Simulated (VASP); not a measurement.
OSZICAR of a VASP run on Zr (hcp):

**OSZICAR**
```
       N       E                     dE             d eps       ncg     rms          rms(c)
DAV:   1     0.218898143708E+03    0.21890E+03   -0.13637E+04  4320   0.149E+03
DAV:   2    -0.317450085142E+01   -0.22207E+03   -0.22032E+03  5416   0.413E+02
DAV:   3    -0.174797796388E+02   -0.14305E+02   -0.14251E+02  8288   0.791E+01
DAV:   4    -0.177510805945E+02   -0.27130E+00   -0.27115E+00  4664   0.119E+01
DAV:   5    -0.177587758097E+02   -0.76952E-02   -0.76951E-02  6952   0.134E+00    0.142E+01
DAV:   6    -0.171536748762E+02    0.60510E+00   -0.97106E-01  4432   0.870E+00    0.557E+00
DAV:   7    -0.170352714753E+02    0.11840E+00   -0.63195E-01  6208   0.611E+00    0.113E+00
DAV:   8    -0.170411141725E+02   -0.58427E-02   -0.40639E-02  5656   0.169E+00    0.290E-01
DAV:   9    -0.170413405256E+02   -0.22635E-03   -0.19021E-03  5216   0.469E-01    0.372E-02
DAV:  10    -0.170412900529E+02    0.50473E-04   -0.49098E-05  6424   0.474E-02    0.241E-02
DAV:  11    -0.170412889008E+02    0.11521E-05   -0.11139E-05  4640   0.430E-02    0.401E-03
DAV:  12    -0.170412890442E+02   -0.14336E-06   -0.41908E-07  5064   0.485E-03    0.286E-03
DAV:  13    -0.170412887385E+02    0.30570E-06   -0.52309E-08  2920   0.243E-03    0.993E-04
DAV:  14    -0.170412886825E+02    0.55947E-07   -0.13889E-08  2872   0.143E-03
   1 F= -.17041289E+02 E0= -.17041289E+02  d E =0.000000E+00
```

Task: Which electronic solver shows in the log?

Result: It is blocked Davidson (ALGO = Normal, or the opening steps of other solvers). The INCAR had ALGO = Normal.

Task: Can the final energy be trusted as converged?

Result: Self-consistency was reached. It stopped with EDIFF = 1E-7, NELM = 100 (PBE GGA, plane waves, VASP's PBE PAW potentials (set 64)).

The compound is Zr in the hcp structure. It was relaxed first.
